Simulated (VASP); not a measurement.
VASP input:

File POSCAR:
```
AlCr2C
1
    1.4199839659    -2.4594847128     0.0000000000
    1.4199839659     2.4594847128    -0.0000000000
    0.0000000000    -0.0000000000    12.6933129117
Al Cr C
2 4 2
Direct
  0.3333330000   0.6666670000   0.7500000000
  0.6666670000   0.3333330000   0.2500000000
  0.3333330000   0.6666670000   0.0845913047
  0.6666670000   0.3333330000   0.5845913047
  0.6666670000   0.3333330000   0.9154086953
  0.3333330000   0.6666670000   0.4154086953
  1.0000000000   1.0000000000   1.0000000000
  1.0000000000   1.0000000000   0.5000000000
```

File KPOINTS:
```
Automatic
0
gamma
14 14 3
0 0 0
```

**INCAR**
```
ALGO = Normal
EDIFF = 1E-7
ENCUT = 520
GGA = PE
ISIF = 2
ISMEAR = -5
LASPH = T
LCHARG = T
LEFG = T
LMAXMIX = 4
LORBIT = 11
LREAL = F
LWAVE = F
NEDOS = 601
NELM = 100
PREC = Accurate
SYSTEM = AlCr2C
```

POTCAR, in this order: Al Cr_pv C (PBE.64 set). Program: vasp_std.

Translate this PBE calculation to Quantum ESPRESSO's pw.x.

One equivalent input (not run):
```
&CONTROL
  calculation = 'scf'
  pseudo_dir = './pseudo'
  outdir = './out'
  tprnfor = .true.
  tstress = .true.
/
&SYSTEM
  ibrav = 0
  nat = 8
  ntyp = 3
  ecutwfc = 94
  occupations = 'tetrahedra'
  input_dft = 'pbe'
/
&ELECTRONS
  conv_thr = 7.3e-09
  electron_maxstep = 100
/
ATOMIC_SPECIES
  Al 26.982 Al.upf
  Cr 51.996 Cr.upf
  C 12.011 C.upf
CELL_PARAMETERS angstrom
     1.4199840   -2.4594847    0.0000000
     1.4199840    2.4594847   -0.0000000
     0.0000000   -0.0000000   12.6933129
ATOMIC_POSITIONS crystal
  Al   0.3333330  0.6666670  0.7500000
  Al   0.6666670  0.3333330  0.2500000
  Cr   0.3333330  0.6666670  0.0845913
  Cr   0.6666670  0.3333330  0.5845913
  Cr   0.6666670  0.3333330  0.9154087
  Cr   0.3333330  0.6666670  0.4154087
  C    1.0000000  1.0000000  1.0000000
  C    1.0000000  1.0000000  0.5000000
K_POINTS automatic
  14 14 3 0 0 0
```
What does not carry over: the potentials are each code's own (VASP's PAW set, PseudoDojo norm-conserving files in pw.x), so ENCUT and ecutwfc are chosen apart and not converted; conv_thr bounds pw.x's estimated SCF error, while EDIFF bounds the energy change between steps; the field gradients of LEFG aren't asked of the other code.

The compound is AlCr2C in the sg194 structure. It was relaxed first.
